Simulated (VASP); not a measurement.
# ReB3 (Fm-3m) in VASP: a series of runs

One crystal, ReB3, is run at these levels: PBE; tasks: relaxation of cell and atoms, single point.

All numbers are computed with VASP 6.6.1; they aren't measurements. Logs are shortened: lines on timing, memory, paths and dates and some standing lists are left out, and cuts for length are marked.

**1. The undisturbed crystal**

It takes space group Fm-3m (No. 225, cubic). The conventional cell has a = 5.188 Å, b = 5.188 Å, c = 5.188 Å, α = 90.00°, β = 90.00°, γ = 90.00°. Re (site symmetry m-3m) is surrounded by 8 B at 2.25 Å. B (site symmetry -43m) is surrounded by 4 Re at 2.25 Å and 4 B at 2.25 Å. B (site symmetry m-3m) has 8 B at 2.25 Å as nearest neighbours.

The cell was built by a generator and needn't be a form met in nature.

**2. Relaxation of cell and atoms, PBE (random cell by space group and Wyckoff sites (Fm-3m, No. 225))**

File INCAR:

```
SYSTEM = ReB3
PREC     = Accurate       ! precision mode
ENCUT    = 600            ! plane-wave cutoff, eV
EDIFF    = 1E-7           ! SCF threshold, eV
ISMEAR   = 0              ! smearing method
SIGMA    = 0.1            ! smearing width, eV
LREAL    = .FALSE.        ! projectors in reciprocal space
LASPH    = .TRUE.         ! aspherical terms in the spheres
NELM     = 60             ! most SCF steps
ALGO     = Normal         ! electronic algorithm
ISIF     = 3              ! what is computed and relaxed
LWAVE    = .FALSE.        ! write WAVECAR
LCHARG   = .FALSE.        ! write CHGCAR
GGA      = PE             ! functional
IBRION   = 2              ! ionic algorithm
NSW      = 100            ! ionic steps
EDIFFG   = -0.01          ! ionic threshold
```

File KPOINTS:

```
regular mesh
0
G
  16 16 16
  0 0 0
```

File POSCAR:

```
ReB3
1.0
    0.0000000000      2.5943322789      2.5943322789
    2.5943322789      0.0000000000      2.5943322789
    2.5943322789      2.5943322789      0.0000000000
Re B
1 3
Direct
    0.5000000000      0.5000000000      0.5000000000
    0.2500000000      0.2500000000      0.2500000000
    0.7500000000      0.7500000000      0.7500000000
    0.0000000000      0.0000000000      0.0000000000
```

Potentials or basis: VASP PAW PBE potentials, release 64 (Re, B).

Run with:

```console
cat potpaw_PBE.64/Re/POTCAR potpaw_PBE.64/B/POTCAR > POTCAR
mpirun -np 1 vasp_std > vasp.out
```

OUTCAR:

```text
SYSTEM = ReB3
   PREC = Accurate
   ENCUT = 600
   EDIFF = 1E-7
   ISMEAR = 0
   LREAL = .FALSE.
   LASPH = .TRUE.
   NELM = 60
   ISIF = 3
   GGA = PE
   IBRION = 2
   NSW = 100
   EDIFFG = -0.01

 ion  position               nearest neighbor table
   1  0.500  0.500  0.500-   2 2.25   3 2.25   2 2.25   2 2.25   2 2.25   3 2.25   3 2.25   3 2.25
                             4 2.59   4 2.59   4 2.59   4 2.59   4 2.59   4 2.59
   2  0.250  0.250  0.250-   1 2.25   1 2.25   1 2.25   1 2.25
   3  0.750  0.750  0.750-   1 2.25   1 2.25   1 2.25   1 2.25
   4  0.000  0.000  0.000-   1 2.59   1 2.59   1 2.59   1 2.59   1 2.59   1 2.59

  LATTYP: Found a face centered cubic cell.
 ALAT       =     5.1886645578

  Lattice vectors:

 A1 = (   0.0000000000,   2.5943322789,   2.5943322789)
 A2 = (   2.5943322789,   0.0000000000,   2.5943322789)
 A3 = (   2.5943322789,   2.5943322789,   0.0000000000)

Analysis of symmetry for initial positions (statically):
=====================================================================
 Subroutine PRICEL returns:
 Original cell was already a primitive cell.

 Routine SETGRP: Setting up the symmetry group for a
 face centered cubic supercell.

 Subroutine GETGRP returns: Found 48 space group operations
 (whereof 48 operations were pure point group operations)
 out of a pool of 48 trial point group operations.

The static configuration has the point symmetry O_h .

Analysis of symmetry for dynamics (positions and initial velocities):
=====================================================================
 Subroutine PRICEL returns:
 Original cell was already a primitive cell.

 Routine SETGRP: Setting up the symmetry group for a
 face centered cubic supercell.

 Subroutine GETGRP returns: Found 48 space group operations
 (whereof 48 operations were pure point group operations)
 out of a pool of 48 trial point group operations.

The dynamic configuration has the point symmetry O_h .

 Subroutine INISYM returns: Found 48 space group operations
 (whereof 48 operations are pure point group operations),
 and found     1 'primitive' translations

----------------------------------------------------------------------------------------

                                     Primitive cell

  volume of cell :      34.9226

  direct lattice vectors                    reciprocal lattice vectors
     0.000000000  2.594332279  2.594332279    -0.192727818  0.192727818  0.192727818
     2.594332279  0.000000000  2.594332279     0.192727818 -0.192727818  0.192727818
     2.594332279  2.594332279  0.000000000     0.192727818  0.192727818 -0.192727818

  length of vectors
     3.668939894  3.668939894  3.668939894     0.333814373  0.333814373  0.333814373

  position of ions in fractional coordinates (direct lattice)
     0.500000000  0.500000000  0.500000000
     0.250000000  0.250000000  0.250000000
     0.750000000  0.750000000  0.750000000
     0.000000000  0.000000000  0.000000000

  ion indices of the primitive-cell ions
   primitive index   ion index
                 1           1
                 2           2
                 3           3
                 4           4

----------------------------------------------------------------------------------------

 KPOINTS: regular mesh

Automatic generation of k-mesh.
 Grid dimensions read from file:
 generate k-points for:   16   16   16

 Generating k-lattice:

  Cartesian coordinates                     Fractional coordinates (reciprocal lattice)
    -0.012045489  0.012045489  0.012045489     0.062500000  0.000000000  0.000000000
     0.012045489 -0.012045489  0.012045489     0.000000000  0.062500000  0.000000000
     0.012045489  0.012045489 -0.012045489     0.000000000  0.000000000  0.062500000

  Length of vectors
     0.020863398  0.020863398  0.020863398

  Shift w.r.t. Gamma in fractional coordinates (k-lattice)
     0.000000000  0.000000000  0.000000000

 Subroutine IBZKPT returns following result:
 ===========================================

 Found    145 irreducible k-points:

 Following reciprocal coordinates:
            Coordinates               Weight
  0.000000  0.000000  0.000000      1.000000
  0.062500  0.000000  0.000000      8.000000
  0.125000  0.000000  0.000000      8.000000
  0.187500  0.000000  0.000000      8.000000
  0.250000  0.000000  0.000000      8.000000
  0.312500  0.000000  0.000000      8.000000
[... 16 lines left out ...]
 -0.125000  0.062500  0.000000     24.000000
 -0.062500  0.062500  0.000000     12.000000
 [... further k-points ...]
   k-points           NKPTS =    145   k-points in BZ     NKDIM =    145   number of bands    NBANDS=     12
   number of dos      NEDOS =    301   number of ions     NIONS =      4
   total plane-waves  NPLWV =  27000
   dimension x,y,z NGX =    30 NGY =   30 NGZ =   30
   dimension x,y,z NGXF=    60 NGYF=   60 NGZF=   60
   ions per type =               1   3
   NGX,Y,Z   is equivalent  to a cutoff of  13.59, 13.59, 13.59 a.u.
   NGXF,Y,Z  is equivalent  to a cutoff of  27.19, 27.19, 27.19 a.u.
 SYSTEM =  ReB3
   PREC   = accura    normal or accurate (medium, high low for compatibility)
   ISTART =      0    job   : 0-new  1-cont  2-samecut
   ICHARG =      2    charge: 1-file 2-atom 10-const
   ISPIN  =      1    spin polarized calculation?
   LNONCOLLINEAR =      F non collinear calculations
   LSORBIT =      F    spin-orbit coupling
   LASPH  =      T    aspherical Exc in radial PAW
   ENCUT  =  600.0 eV  44.10 Ry    6.64 a.u.   7.33  7.33  7.33*2*pi/ulx,y,z
   NELM   =     60;   NELMIN=  2; NELMDL= -5     # of ELM steps
   EDIFF  = 0.1E-06   stopping-criterion for ELM
   LREAL  =      F    real-space projection
   EDIFFG = -.1E-01   stopping-criterion for IOM
   NSW    =    100    number of steps for IOM
   IBRION =      2    ionic relax: 0-MD 1-quasi-New 2-CG
   NFREE  =      1    steps in history (QN), initial steepest desc. (CG)
   ISIF   =      3    stress and relaxation
   ISYM   =      2    0-nonsym 1-usesym 2-fastsym
   POTIM  = 0.5000    time-step for ionic-motion
   TEBEG  =    0.0;   TEEND  =   0.0 temperature during run
   PSTRESS=    0.0 pullay stress
   NELECT =      16.0000    total number of electrons
   NUPDOWN=      -1.0000    fix difference up-down
   EMIN   =  10.00;   EMAX   =-10.00  energy-range for DOS
   EFERMI =   0.00;   METHOD = LEGACY
   ISMEAR =     0;   SIGMA  =   0.10  broadening in eV -4-tet -1-fermi 0-gaus
   EFERMI_NEDOS =   21; number of points for ismear=-14 and -15
   IALGO  =     38    algorithm
   IMIX   =      4    mixing-type and parameters
     AMIX     =   0.40;   BMIX     =  1.00
     AMIX_MAG =   1.60;   BMIX_MAG =  1.00
  volume/ion in A,a.u.               =       8.73        58.92
  Fermi-wavevector in a.u.,A,eV,Ry     =   1.262058  2.384943 21.671220  1.592790
  Thomas-Fermi vector in A             =   2.395485
   LORBIT       =      0    0 simple, 1 ext, 2 COOP (PROOUT), +10 PAW based schemes
   GGA     = PE    functional components
   LHFCALC =     F    Hartree Fock is set to
   AEXX    =    0.0000 exact exchange contribution
   IVDW    =     0    specifies the selected vdW correction
   LEPSILON=     F    determine dielectric tensor
   LRPA    =     F    only Hartree local field effects (RPA)
 conjugate gradient relaxation of ions
 non-spin polarized calculation
 Gauss-broadening in eV      SIGMA  =   0.10
  energy-cutoff  :      600.00
  volume of cell :       34.92
 maximum number of plane-waves:      1211
 NGX is ok and might be reduce to    30
   NGX = 15   NGY = 15   NGZ = 15

--------------------------------------- Ionic step        1  -------------------------------------------

 number of electron      15.9999999 magnetization

 Free energy of the ion-electron system (eV)
  ---------------------------------------------------
  ext. energy  EPLUGINS =         0.00000000
  ---------------------------------------------------
  free energy    TOTEN  =       -27.22425602 eV

  energy without entropy =      -27.21587118  energy(sigma->0) =      -27.22006360

------------------------ aborting loop because EDIFF is reached ----------------------------------------

  FORCE on cell =-STRESS in cart. coord.  units (eV):
  Direction    XX          YY          ZZ          XY          YZ          ZX
  --------------------------------------------------------------------------------------
  -------------------------------------------------------------------------------------
  Total        0.3404816      0.3404816      0.3404816      0.0000000      0.0000000      0.0000000
  in kB       15.6205885     15.6205885     15.6205885      0.0000000      0.0000000      0.0000000
  external PRESSURE =      15.6205885 kB  Pullay stress =       0.0000000 kB
[... 61 lines left out ...]
  energy  without entropy=      -27.2155388884  energy(sigma->0) =      -27.21972650

--------------------------------------- Ionic step        3  -------------------------------------------

 number of electron      15.9999999 magnetization

 Free energy of the ion-electron system (eV)
  ---------------------------------------------------
  ext. energy  EPLUGINS =         0.00000000
  ---------------------------------------------------
  free energy    TOTEN  =       -27.22521356 eV

  energy without entropy =      -27.21682357  energy(sigma->0) =      -27.22101856

 E-fermi :   8.4277     XC(G=0): -12.9396

 val. band max:        8.4231879094   @ k =  -0.3750   0.3125   0.0625
 cond. band min:       8.4570568872   @ k =  -0.4375   0.3125   0.0000
 fundamental gap:      0.0338689778
 Fermi energy:         8.4277080248

 k-point     1 :       0.0000    0.0000    0.0000
  band No.  band energies     occupation
      1      -6.4438      2.00000
      2       2.1977      2.00000
      3       2.1977      2.00000
      4       2.1977      2.00000
      5       6.5432      2.00000
      6       6.5432      2.00000
      7       7.0826      2.00000
      8       7.0826      2.00000
      9       7.0826      2.00000
     10       7.2560      2.00000
     11      10.7402      0.00000
     12      13.3266      0.00000
[... 331 lines left out ...]
 k-point    24 :      -0.0625    0.0625    0.0000
  band No.  band energies     occupation
      1      -6.2650      2.00000
      2       1.8188      2.00000
      3       2.1383      2.00000
      4       2.3258      2.00000
      5       5.2842      2.00000
      6       5.9248      2.00000
      7       7.2492      2.00000
      8       7.6632      2.00000
      9       7.8584      2.00000
     10       8.6048      0.01226
     11      11.2443      0.00000
     12      12.1753      0.00000

 [... further k-points ...]

------------------------ aborting loop because EDIFF is reached ----------------------------------------

  FORCE on cell =-STRESS in cart. coord.  units (eV):
  Direction    XX          YY          ZZ          XY          YZ          ZX
  --------------------------------------------------------------------------------------
  -------------------------------------------------------------------------------------
  Total        0.0023769      0.0023769      0.0023769     -0.0000000      0.0000000     -0.0000000
  in kB        0.1084321      0.1084321      0.1084321     -0.0000000      0.0000000     -0.0000000
  external PRESSURE =       0.1084321 kB  Pullay stress =       0.0000000 kB
[... 19 lines left out ...]
  FREE ENERGIE OF THE ION-ELECTRON SYSTEM (eV)
  ---------------------------------------------------
  free  energy   TOTEN  =       -27.2252135563 eV

  energy  without entropy=      -27.2168235712  energy(sigma->0) =      -27.22101856

 reached required accuracy - stopping structural energy minimisation
```

It took 3.2 min on 1 thread of Intel Xeon Platinum 8559C (Emerald Rapids), shared host; peak memory 0.23 GiB.

What came out:

```
Free energy                            : -27.2252 eV
Relaxed volume                         : 8.78 Å³/atom
Relaxed cell                           : a = 3.676 Å, b = 3.676 Å, c = 3.676 Å, α = 60.00°, β = 60.00°, γ = 60.00°
Space group after relaxing (to 0.05 Å) : Fm-3m (No. 225)
Energy gained by relaxing              : 0.2 meV/atom
Ionic steps                            : 3
Pressure after relaxing                : 0.0 GPa
Band gap on the k mesh                 : none (metal or under the smearing width)
```

Step by step:
```csv
step,energy change (eV),largest force (eV/Å),pressure (GPa),volume (Å³)
1,0.0000,0.0000,1.56,34.92
2,0.0003,0.0000,-1.76,35.35
3,-0.0010,0.0000,0.01,35.12
```

Final structure:
```xyz
4
Lattice="0.0000 2.5992 2.5992 2.5992 0.0000 2.5992 2.5992 2.5992 0.0000" Properties=species:S:1:pos:R:3 pbc="T T T"
Re    2.5992    2.5992    2.5992
B     1.2996    1.2996    1.2996
B     3.8988    3.8988    3.8988
B     0.0000    0.0000    0.0000
```

[end of part 1 of 2]
